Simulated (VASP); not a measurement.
# CsLi2 (P-6m2) in VASP: further runs, part 2 of 2

VASP 6.6.1. The steps go on from the part before.

### Step 5. Relaxation of cell and atoms, PW91

INCAR reads:

```
PREC = Accurate ; ENCUT = 600
EDIFF = 1E-7 ; ISMEAR = -1
SIGMA = 0.05 ; LREAL = False
LASPH = True ; NELM = 80
ALGO = Normal ; ISIF = 3
LWAVE = False ; LCHARG = False
GGA = 91 ; IBRION = 2
NSW = 40 ; EDIFFG = -0.01
```

KPOINTS reads:

```
regular mesh
0
Gamma
  8 8 3
```

POSCAR reads:

```
CsLi2
1.0
    3.9663300000      0.0000000000      0.0000000000
   -1.9831700000      3.4349500000      0.0000000000
    0.0000000000      0.0000000000     10.0283800000
Cs Li
1 2
Direct
    0.0000000000      0.0000000000      0.0000000000
    0.3333300000      0.6666700000      0.3486300000
    0.3333300000      0.6666700000      0.6513700000
```

Potentials or basis: VASP PAW PBE potentials, release 64 (Cs_sv, Li_sv).

Run with:

```bash
cat potpaw_PBE.64/Cs_sv/POTCAR potpaw_PBE.64/Li_sv/POTCAR > POTCAR
mpirun -np 1 vasp_std > vasp.out
```

OUTCAR:

```text
PREC = Accurate
   ENCUT = 600
   EDIFF = 1E-7
   ISMEAR = -1
   LREAL = False
   LASPH = True
   NELM = 80
   ISIF = 3
   GGA = 91
   IBRION = 2
   NSW = 40
   EDIFFG = -0.01

 ion  position               nearest neighbor table
   1  0.000  0.000  0.000-
   2  0.333  0.667  0.349-
   3  0.333  0.667  0.651-

  LATTYP: Found a hexagonal cell.
 ALAT       =     3.9663300000
 C/A-ratio  =     2.5283776186

  Lattice vectors:

 A1 = (   3.9663300000,   0.0000000000,   0.0000000000)
 A2 = (  -1.9831700000,   3.4349500000,   0.0000000000)
 A3 = (   0.0000000000,   0.0000000000,  10.0283800000)

Analysis of symmetry for initial positions (statically):
=====================================================================
 Subroutine PRICEL returns:
 Original cell was already a primitive cell.

 Routine SETGRP: Setting up the symmetry group for a
 hexagonal supercell.

 Subroutine GETGRP returns: Found  4 space group operations
 (whereof  4 operations were pure point group operations)
 out of a pool of 24 trial point group operations.

The static configuration has the point symmetry C_2v.

Analysis of symmetry for dynamics (positions and initial velocities):
=====================================================================
 Subroutine PRICEL returns:
 Original cell was already a primitive cell.

 Routine SETGRP: Setting up the symmetry group for a
 hexagonal supercell.

 Subroutine GETGRP returns: Found  4 space group operations
 (whereof  4 operations were pure point group operations)
 out of a pool of 24 trial point group operations.

The dynamic configuration has the point symmetry C_2v.

 Subroutine INISYM returns: Found  4 space group operations
 (whereof  4 operations are pure point group operations),
 and found     1 'primitive' translations

[... 135 lines left out ...]

 number of electron      14.9999995 magnetization

 Free energy of the ion-electron system (eV)
  ---------------------------------------------------
  ext. energy  EPLUGINS =         0.00000000
  ---------------------------------------------------
  free energy    TOTEN  =        -3.42884254 eV

  energy without entropy =       -3.40917510  energy(sigma->0) =       -3.41900882

------------------------ aborting loop because EDIFF is reached ----------------------------------------

  FORCE on cell =-STRESS in cart. coord.  units (eV):
  Direction    XX          YY          ZZ          XY          YZ          ZX
  --------------------------------------------------------------------------------------
  -------------------------------------------------------------------------------------
  Total       -0.0208523     -0.0209502     -0.1571847     -0.0000847      0.0000000      0.0000000
  in kB       -0.2445260     -0.2456742     -1.8432355     -0.0009931      0.0000000      0.0000000
  external PRESSURE =      -0.7778119 kB  Pullay stress =       0.0000000 kB
[... 61 lines left out ...]
--------------------------------------- Ionic step        3  -------------------------------------------

 number of electron      14.9999994 magnetization

 Free energy of the ion-electron system (eV)
  ---------------------------------------------------
  ext. energy  EPLUGINS =         0.00000000
  ---------------------------------------------------
  free energy    TOTEN  =        -3.42972730 eV

  energy without entropy =       -3.41099068  energy(sigma->0) =       -3.42035899

 E-fermi :   0.6512     XC(G=0):  -6.4613

 val. band max:        0.6390424660   @ k =   0.3750  -0.0000   0.0000
 cond. band min:       0.6524924740   @ k =   0.5000   0.0000   0.3333
 fundamental gap:      0.0134500080
 Fermi energy:         0.6511616769

 k-point     1 :       0.0000    0.0000    0.0000
  band No.  band energies     occupation
      1     -47.1419      2.00000
      2     -47.1386      2.00000
      3     -23.2302      2.00000
      4     -10.0330      2.00000
      5      -9.3523      2.00000
      6      -9.3522      2.00000
      7      -1.7080      2.00000
      8      -0.1774      2.00000
      9       0.0255      1.99999
     10       1.7229      0.00000
     11       3.8349      0.00000
[... 309 lines left out ...]
 k-point    24 :      -0.1250    0.1250    0.3333
  band No.  band energies     occupation
      1     -47.1418      2.00000
      2     -47.1385      2.00000
      3     -23.1994      2.00000
      4      -9.9877      2.00000
      5      -9.6253      2.00000
      6      -9.4090      2.00000
      7      -1.3139      2.00000
      8      -0.6756      2.00000
      9       1.0421      0.00080
     10       1.7563      0.00000
     11       3.2872      0.00000

 [... further k-points ...]

------------------------ aborting loop because EDIFF is reached ----------------------------------------

  FORCE on cell =-STRESS in cart. coord.  units (eV):
  Direction    XX          YY          ZZ          XY          YZ          ZX
  --------------------------------------------------------------------------------------
  -------------------------------------------------------------------------------------
  Total       -0.0151130     -0.0151742     -0.0059695     -0.0000529      0.0000000      0.0000000
  in kB       -0.1795162     -0.1802426     -0.0709072     -0.0006281      0.0000000      0.0000000
  external PRESSURE =      -0.1435553 kB  Pullay stress =       0.0000000 kB
[... 18 lines left out ...]
  FREE ENERGIE OF THE ION-ELECTRON SYSTEM (eV)
  ---------------------------------------------------
  free  energy   TOTEN  =        -3.4297272999 eV

  energy  without entropy=       -3.4109906849  energy(sigma->0) =       -3.42035899

 reached required accuracy - stopping structural energy minimisation
```

Wall time 2.1 min (1 thread of Intel Xeon 6975P-C (Granite Rapids), shared host); peak memory 0.31 GiB.

What came out:

```yaml
Free_energy: -3.4297 eV
Relaxed_volume: 44.96 Å³/atom
Relaxed_cell: a = 3.961 Å, b = 3.961 Å, c = 9.927 Å, α = 90.00°, β = 90.00°, γ = 120.00°
Space_group_after_relaxing_to_0.05_Å: P-6m2 (No. 187)
Energy_gained_by_relaxing: 0.3 meV/atom
Ionic_steps: 3
Pressure_after_relaxing: 0.0 GPa
Band_gap_on_the_k_mesh: none (metal or under the smearing width)
```

The path:
| step | energy change (eV) | largest force (eV/Å) | pressure (GPa) | volume (Å³) |
| --- | --- | --- | --- | --- |
| 1 | 0.0000 | 0.0023 | -0.08 | 136.63 |
| 2 | -0.0004 | 0.0019 | -0.06 | 136.19 |
| 3 | -0.0009 | 0.0012 | -0.01 | 134.88 |

Final structure:
```
Cs Li
1.0
     3.96101   -0.00002    0.00000
    -1.98053    3.43033    0.00000
     0.00000    0.00000    9.92699
Cs Li
1 2
Direct
  0.00000 0.00000 0.00000
  0.33333 0.66667 0.34859
  0.33333 0.66667 0.65141
```

Levels at points of the mesh, in eV from the Fermi level:
```tsv
k point	band 4	band 5	band 6	band 7	band 8	band 9	band 10	band 11
(0.00, 0.00, 0.00)	-10.68	-10.00	-10.00	-2.36	-0.83	-0.63	1.07	3.18
(0.50, 0.00, 0.00)	-11.58	-10.37	-10.36	-0.15	0.10	0.51	1.01	1.80
(0.50, 0.50, 0.00)	-11.58	-10.37	-10.36	-0.15	0.10	0.51	1.01	1.80
```

Caveat: the cutoff is under 1.25 times the usual one of these potentials, so pressure, stress and relaxed cells hold a basis-set (Pulay) error; the PAW data sets were made with another functional, which shifts forces and pressure a little. Spin-orbit coupling is left out, which matters for the levels of Cs.

### Step 6. Relaxation of cell and atoms, optB88-vdW

Changes to INCAR since step 5:

```diff
@@ -6,3 +6,5 @@
 LWAVE = False ; LCHARG = False
-GGA = 91 ; IBRION = 2
+GGA = BO ; LUSE_VDW = True
+AGGAC = 0.0 ; PARAM1 = 0.1833333333
+PARAM2 = 0.22 ; IBRION = 2
 NSW = 40 ; EDIFFG = -0.01
```

KPOINTS is that of step 5.

POSCAR is that of step 5.

Potentials or basis: VASP PAW PBE potentials, release 64 (Cs_sv, Li_sv).

Run with:

```bash
cat potpaw_PBE.64/Cs_sv/POTCAR potpaw_PBE.64/Li_sv/POTCAR > POTCAR
mpirun -np 1 vasp_std > vasp.out
```

Run time: 17 min. Hardware: 1 thread of Intel Xeon 6975P-C (Granite Rapids), shared host; peak memory 0.73 GiB.

It converged, with:

```
Free energy                            : 1.1456 eV
Relaxed volume                         : 42.73 Å³/atom
Relaxed cell                           : a = 3.873 Å, b = 3.873 Å, c = 9.867 Å, α = 90.00°, β = 90.00°, γ = 120.00°
Space group after relaxing (to 0.05 Å) : P-6m2 (No. 187)
Energy gained by relaxing              : 2.3 meV/atom
Ionic steps                            : 8
Pressure after relaxing                : 0.0 GPa
Largest force after relaxing           : 0.004 eV/Å
Band gap on the k mesh                 : none (metal or under the smearing width)
```

Forces on the atoms (eV/Å):
```
Cs   0.000  0.000  0.000
Li   0.000  0.000 -0.004
Li   0.000  0.000  0.004
```

Step by step:
```
step  energy change (eV)  largest force (eV/Å)  pressure (GPa)  volume (Å³)
   1              0.0000                0.0213           -0.25       136.63
   2             -0.0021                0.0194           -0.21       135.24
   3             -0.0059                0.0121           -0.08       131.12
   4             -0.0015                0.0095            0.26       123.14
   5             -0.0064                0.0081           -0.01       129.23
   6             -0.0064                0.0076           -0.01       129.05
   7             -0.0068                0.0064            0.00       128.72
   8             -0.0070                0.0043            0.01       128.18
```

Final structure:
```
CELL_PARAMETERS angstrom
3.87316 -0.00008 0.00000
-1.93665 3.35422 0.00000
0.00000 0.00000 9.86664
ATOMIC_POSITIONS crystal
Cs 0.00000 0.00000 0.00000
Li 0.33333 0.66667 0.34782
Li 0.33333 0.66667 0.65218
```

Levels at points of the mesh, in eV from the Fermi level:
| k point | band 4 | band 5 | band 6 | band 7 | band 8 | band 9 | band 10 | band 11 |
| --- | --- | --- | --- | --- | --- | --- | --- | --- |
| (0.00, 0.00, 0.00) | -10.78 | -9.96 | -9.96 | -2.39 | -0.78 | -0.62 | 1.02 | 3.21 |
| (0.50, 0.00, 0.00) | -11.79 | -10.40 | -10.39 | -0.16 | 0.05 | 0.50 | 1.12 | 1.85 |
| (0.50, 0.50, 0.00) | -11.79 | -10.40 | -10.39 | -0.16 | 0.05 | 0.50 | 1.12 | 1.85 |

Caveat: the cutoff is under 1.25 times the usual one of these potentials, so pressure, stress and relaxed cells hold a basis-set (Pulay) error; the PAW data sets were made with another functional, which shifts forces and pressure a little.

### Step 7. The runs side by side

```csv
level,gap on the mesh (eV),pressure (GPa),relaxed volume (Å³/atom)
revPBE,none,0.0,49.67
BLYP,none,0.0,51.79
AM05,none,0.0,44.04
PW91,none,0.0,44.96
optB88-vdW,none,0.0,42.73
```

Alike in all rows: task relaxation of cell and atoms; potentials or basis VASP PAW PBE potentials, release 64 (Cs_sv, Li_sv); no spin polarisation; cell relaxed; k mesh 8 × 8 × 3; cutoff (eV) 600; smearing fermi-dirac 0.05 eV.

Caveats: the cutoff is under 1.25 times the usual one of these potentials, so pressure, stress and relaxed cells hold a basis-set (Pulay) error; the PAW data sets were made with another functional, which shifts forces and pressure a little.

Total energies depend on the potentials used, so only differences within one code and one set of settings carry meaning.
